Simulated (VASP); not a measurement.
# A VASP 6.6.1 single-point calculation on Ca₂Si

INCAR

```
NBANDS = 19
LASPH = .TRUE.
NELM = 92
LREAL = .FALSE.
PREC = Accurate
NSW = 0
ISIF = 2
IBRION = -1
GGA = PS
SIGMA = 0.5
LCHARG = .FALSE.
EDIFF = 1E-7
LWAVE = .FALSE.
ISMEAR = 0
IVDW = 12
ENCUT = 520
```

KPOINTS

```
KPOINTS created by Atomic Simulation Environment
0
Gamma
9 9 9
0 0 0
```

POSCAR

```
Si Ca
 1.0000000000000000
    -0.0000000000000000    3.5797138322790834    3.5797138322790834
     3.5797138322790834    0.0000000000000000    3.5797138322790834
     3.5797138322790834    3.5797138322790834    0.0000000000000000
 Si  Ca
   1   2
Cartesian
 -0.0000000000000000 -0.0000000000000000  0.0000000000000000
  1.7898569161395415  1.7898569161395415  1.7898569161395415
  5.3695707484186253  5.3695707484186253  5.3695707484186253
```

The recommended PBE PAW datasets give the neutral cell 24 valence electrons.

Command

```
mpirun -np 1 vasp_std
```

Predict the outcome of this run.

It converged. Results: gap between bands v and c on the k mesh 0.60 eV; least direct gap on the k mesh 0.61 eV; pressure -2.5 GPa. Band v is the last that the valence electrons fill when counted band by band, and c is the next.

OSZICAR

```
N       E                     dE             d eps       ncg     rms          rms(c)
DAV:   1     0.192847109830E+03    0.19285E+03   -0.11616E+04  1330   0.113E+03
DAV:   2    -0.493807481762E+00   -0.19334E+03   -0.19048E+03  1406   0.329E+02
DAV:   3    -0.115459962976E+02   -0.11052E+02   -0.10984E+02  2568   0.600E+01
DAV:   4    -0.120099229269E+02   -0.46393E+00   -0.46336E+00  1876   0.122E+01
DAV:   5    -0.120363990956E+02   -0.26476E-01   -0.26471E-01  2211   0.190E+00    0.553E+00
DAV:   6    -0.114608795765E+02    0.57552E+00   -0.16400E+00  1630   0.341E+00    0.302E+00
DAV:   7    -0.113988704465E+02    0.62009E-01   -0.39371E-01  1827   0.226E+00    0.996E-01
DAV:   8    -0.113942057476E+02    0.46647E-02   -0.66276E-02  1636   0.133E+00    0.211E-01
DAV:   9    -0.113930500974E+02    0.11557E-02   -0.66772E-03  1746   0.357E-01    0.138E-01
DAV:  10    -0.113931454343E+02   -0.95337E-04   -0.92827E-04  2211   0.180E-01    0.339E-02
DAV:  11    -0.113931520659E+02   -0.66316E-05   -0.75809E-05  1928   0.474E-02    0.258E-02
DAV:  12    -0.113931326080E+02    0.19458E-04   -0.10665E-04  1842   0.596E-02    0.422E-03
DAV:  13    -0.113931336151E+02   -0.10072E-05   -0.69034E-06  2126   0.129E-02    0.274E-03
DAV:  14    -0.113931328908E+02    0.72432E-06   -0.30424E-07  1682   0.511E-03    0.194E-03
DAV:  15    -0.113931331863E+02   -0.29547E-06   -0.30065E-08   968   0.133E-03    0.252E-04
DAV:  16    -0.113931332540E+02   -0.67741E-07   -0.65541E-09   908   0.805E-04
   1 F= -.12218970E+02 E0= -.12169364E+02  d E =-.992116E-01
```

Standard output (part)

```
POSCAR found type information on POSCAR SiCa
 POSCAR found :  2 types and       3 ions
 LDA part: xc-table for (Slater+PW92), standard interpolation
 POSCAR, INCAR and KPOINTS ok, starting setup
 WAVECAR not read
 entering main loop
```

For comparison, a separate PBEsol run of the intended cell, on usual settings and not on those above, gives a gap of 0.50 eV on its mesh and a pressure of -1.0 GPa.
